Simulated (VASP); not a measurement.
Given:

```
CELL_PARAMETERS angstrom
     -1.84283     1.84283     4.51040
      1.84283    -1.84283     4.51040
      1.84283     1.84283    -4.51040
ATOMIC_POSITIONS crystal
  La 0.00000 0.00000 0.00000
  Si 0.33530 0.33530 0.00000
  Si 0.66470 0.66470 0.00000
```

All values below come from PBE GGA, VASP's PBE PAW potentials (set 64) (plane waves; VASP 6.6.1). Run with 300 eV cut-off, 9×9×9 Γ-centred mesh, Fermi-Dirac smearing of 0.050 eV, potentials La Si.

Give the energies of bands 5 to 12 at the high-symmetry points, in eV from the Fermi level.

| band | Γ | X | P | N | M | S | R |
|---|---|---|---|---|---|---|---|
| 5 | -9.89 | -7.71 | -7.59 | -7.39 | -7.75 | -7.25 | -7.49 |
| 6 | -4.04 | -5.21 | -5.64 | -6.61 | -7.32 | -6.43 | -6.01 |
| 7 | -3.78 | -4.30 | -3.72 | -2.50 | -0.84 | -3.72 | -3.16 |
| 8 | -0.99 | -2.70 | -3.72 | -2.12 | 0.02 | -0.62 | -2.61 |
| 9 | -0.99 | -2.42 | -1.32 | -0.64 | 0.02 | -0.44 | -2.31 |
| 10 | -0.30 | -0.84 | 0.60 | -0.20 | 0.43 | -0.29 | -0.72 |
| 11 | 2.04 | 1.79 | 0.67 | 1.42 | 1.43 | 1.70 | 1.15 |
| 12 | 2.08 | 1.90 | 0.67 | 1.63 | 2.08 | 2.00 | 1.72 |

It has no gap at this level: it comes out as a metal or semimetal.

The structure was generated: LaSi2 was put into an ordered model structure, which need not be its known phase. The cell was not relaxed at this level. The electron count is odd and the run is not spin-polarised, which forces a metal.
